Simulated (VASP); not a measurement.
Level of theory: PBE GGA, VASP's PBE PAW potentials (set 64) (plane waves; VASP).

VASP input:

KPOINTS:
```
Regular mesh
0
gamma
  8 8 8
0 0 0
```

INCAR:
```
ISMEAR = 0   ! Gaussian
EDIFF = 1E-6   ! SCF stop (eV)
NSW = 60
SIGMA = 0.05
SYSTEM = GaP
LMAXMIX = 4   ! l cut-off of mixed one-centre charges
LWAVE = F
LCHARG = F
NELM = 100
LASPH = T
LREAL = F   ! projection in real space or not
EDIFFG = -0.01   ! ionic stop
PREC = Accurate
GGA = PE   ! PBE
ALGO = Normal
IBRION = 2
ISIF = 3   ! ions, shape and volume
ENCUT = 400   ! plane-wave cut-off (eV)
```

**POSCAR**
```
GaP
1
    0.0000000000     2.7505269280     2.7505269280
    2.7505269280     0.0000000000     2.7505269280
    2.7505269280     2.7505269280     0.0000000000
Ga P
1 1
Direct
  0.0000000000   0.0000000000   0.0000000000
  0.2500000000   0.2500000000   0.2500000000
```

POTCAR, in this order: Ga_d P (PBE.64 set). Program: vasp_std.

Output

### OUTCAR
```
 ion  position               nearest neighbor table
   1  0.000  0.000  0.000-   2 2.38   2 2.38   2 2.38   2 2.38
   2  0.250  0.250  0.250-   1 2.38   1 2.38   1 2.38   1 2.38
  LATTYP: Found a face centered cubic cell.
 ALAT       =     5.5010538560
 Subroutine PRICEL returns:
 Original cell was already a primitive cell.
 Subroutine GETGRP returns: Found 24 space group operations
The static configuration has the point symmetry T_d .
The dynamic configuration has the point symmetry T_d .
 Subroutine INISYM returns: Found 24 space group operations
 Subroutine IBZKPT returns following result:
 Found     29 irreducible k-points:

 Following reciprocal coordinates:
            Coordinates               Weight
  0.000000  0.000000  0.000000      1.000000
  0.125000  0.000000  0.000000      8.000000
  0.250000  0.000000  0.000000      8.000000
  0.375000  0.000000  0.000000      8.000000
  0.500000  0.000000  0.000000      4.000000
  0.125000  0.125000  0.000000      6.000000
  0.250000  0.125000  0.000000     24.000000
  0.375000  0.125000  0.000000     24.000000
  0.500000  0.125000  0.000000     24.000000
 -0.375000  0.125000  0.000000     24.000000
 -0.250000  0.125000  0.000000     24.000000
 -0.125000  0.125000  0.000000     12.000000
  0.250000  0.250000  0.000000      6.000000
  0.375000  0.250000  0.000000     24.000000
  0.500000  0.250000  0.000000     24.000000
 -0.375000  0.250000  0.000000     24.000000
 -0.250000  0.250000  0.000000     12.000000
  0.375000  0.375000  0.000000      6.000000
  0.500000  0.375000  0.000000     24.000000
 -0.375000  0.375000  0.000000     12.000000
  0.500000  0.500000  0.000000      3.000000
  0.375000  0.250000  0.125000     24.000000
  0.500000  0.250000  0.125000     48.000000
 -0.375000  0.250000  0.125000     24.000000
  0.500000  0.375000  0.125000     24.000000
 -0.375000  0.375000  0.125000     48.000000
 -0.250000  0.375000  0.125000     24.000000
 -0.375000  0.500000  0.125000     12.000000
 -0.250000  0.500000  0.250000      6.000000
   k-points           NKPTS =     29   k-points in BZ     NKDIM =     29   number of bands    NBANDS=     13
   number of dos      NEDOS =    301   number of ions     NIONS =      2
   total plane-waves  NPLWV =  21952
   dimension x,y,z NGX =    28 NGY =   28 NGZ =   28
   dimension x,y,z NGXF=    56 NGYF=   56 NGZF=   56
   ions per type =               1   1
   PREC   = accura    normal or accurate (medium, high low for compatibility)
   ISTART =      0    job   : 0-new  1-cont  2-samecut
   ICHARG =      2    charge: 1-file 2-atom 10-const
   ISPIN  =      1    spin polarized calculation?
   LNONCOLLINEAR =      F non collinear calculations
   LSORBIT =      F    spin-orbit coupling
   INIWAV =      1    electr: 0-lowe 1-rand  2-diag
   ENCUT  =  400.0 eV  29.40 Ry    5.42 a.u.   6.34  6.34  6.34*2*pi/ulx,y,z
   NELM   =    100;   NELMIN=  2; NELMDL= -5     # of ELM steps
   EDIFF  = 0.1E-05   stopping-criterion for ELM
   LREAL  =      F    real-space projection
   NLSPLINE    = F    spline interpolate recip. space projectors
   LMAXMIX     =    4 max onsite mixed and CHGCAR
   VOSKOWN=      0    Vosko Wilk Nusair interpolation
   EDIFFG = -.1E-01   stopping-criterion for IOM
   NSW    =     60    number of steps for IOM
   NBLOCK =      1;   KBLOCK =     60    inner block; outer block
   IBRION =      2    ionic relax: 0-MD 1-quasi-New 2-CG
   NFREE  =      1    steps in history (QN), initial steepest desc. (CG)
   ISIF   =      3    stress and relaxation
   ISYM   =      2    0-nonsym 1-usesym 2-fastsym
   TEIN   =    0.0    initial temperature
   TEBEG  =    0.0;   TEEND  =   0.0 temperature during run
   SMASS  =  -3.00    Nose mass-parameter (am)
...
```

### OSZICAR
```
       N       E                     dE             d eps       ncg     rms          rms(c)
DAV:   1     0.711644449890E+02    0.71164E+02   -0.82924E+03   754   0.166E+03
DAV:   2    -0.430801376155E+01   -0.75472E+02   -0.73255E+02   849   0.292E+02
DAV:   3    -0.930013612367E+01   -0.49921E+01   -0.49756E+01   934   0.682E+01
DAV:   4    -0.938393989753E+01   -0.83804E-01   -0.83777E-01   933   0.985E+00
DAV:   5    -0.938568001843E+01   -0.17401E-02   -0.17400E-02   933   0.115E+00    0.412E+00
DAV:   6    -0.914794390919E+01    0.23774E+00   -0.46809E-01  1144   0.124E+01    0.271E+00
DAV:   7    -0.912368417430E+01    0.24260E-01   -0.10910E-01   958   0.238E+00    0.110E+00
DAV:   8    -0.912385124076E+01   -0.16707E-03   -0.14120E-02   882   0.176E+00    0.151E-01
DAV:   9    -0.912422904325E+01   -0.37780E-03   -0.15939E-03   952   0.690E-01    0.927E-02
DAV:  10    -0.912429657173E+01   -0.67528E-04   -0.13269E-04  1088   0.122E-01    0.465E-02
DAV:  11    -0.912437255725E+01   -0.75986E-04   -0.11612E-04   814   0.112E-01    0.708E-03
DAV:  12    -0.912437170138E+01    0.85587E-06   -0.47172E-06   949   0.353E-02
   1 F= -.91243717E+01 E0= -.91243717E+01  d E =-.912437E+01
```

**OUTCAR**
```
------------------------ aborting loop because EDIFF is reached ----------------------------------------
  FORCE on cell =-STRESS in cart. coord.  units (eV):
  Direction    XX          YY          ZZ          XY          YZ          ZX
  --------------------------------------------------------------------------------------
  Total       -0.0113061     -0.0113061     -0.0113061     -0.0000000      0.0000000     -0.0000000
  in kB       -0.4352571     -0.4352571     -0.4352571     -0.0000000      0.0000000     -0.0000000
  external PRESSURE =      -0.4352571 kB  Pullay stress =       0.0000000 kB
  volume of cell :       41.62
      direct lattice vectors                 reciprocal lattice vectors
     0.000000000  2.750526928  2.750526928    -0.181783350  0.181783350  0.181783350
     2.750526928  0.000000000  2.750526928     0.181783350 -0.181783350  0.181783350
     2.750526928  2.750526928  0.000000000     0.181783350  0.181783350 -0.181783350
  FREE ENERGIE OF THE ION-ELECTRON SYSTEM (eV)
  ---------------------------------------------------
  free  energy   TOTEN  =        -9.1243717014 eV

  energy  without entropy=       -9.1243717014  energy(sigma->0) =       -9.12437170

 reached required accuracy - stopping structural energy minimisation
```
(Selected blocks of OUTCAR.)

The structure was generated: GaP was put into the zinc blende type (F-43m), which need not be its known phase. It was relaxed first, which changed the volume by +13 %. The start is the result of an earlier pass.
